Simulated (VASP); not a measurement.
```
CELL_PARAMETERS angstrom
      0.00000     2.85450     2.85450
      2.85450     0.00000     2.85450
      2.85450     2.85450     0.00000
ATOMIC_POSITIONS crystal
  Ag 0.00000 0.00000 0.00000
  Cl 0.50000 0.50000 0.50000
```

Computed with PBE GGA, VASP's PBE PAW potentials (set 64) (plane waves; VASP). Settings: 480 eV cut-off, 8×8×8 Γ-centred mesh, Gaussian smearing of 0.050 eV, potentials Ag Cl.

Question: Give the stress tensor in GPa (positive for a compressed cell).

Answer: 
```
-1.99   0.00   0.00
 0.00  -1.99   0.00
 0.00   0.00  -1.99
```
The pressure is its mean diagonal, -1.99 GPa.

The compound is AgCl in the rock salt structure. This cell was strained or had an atom moved on purpose.
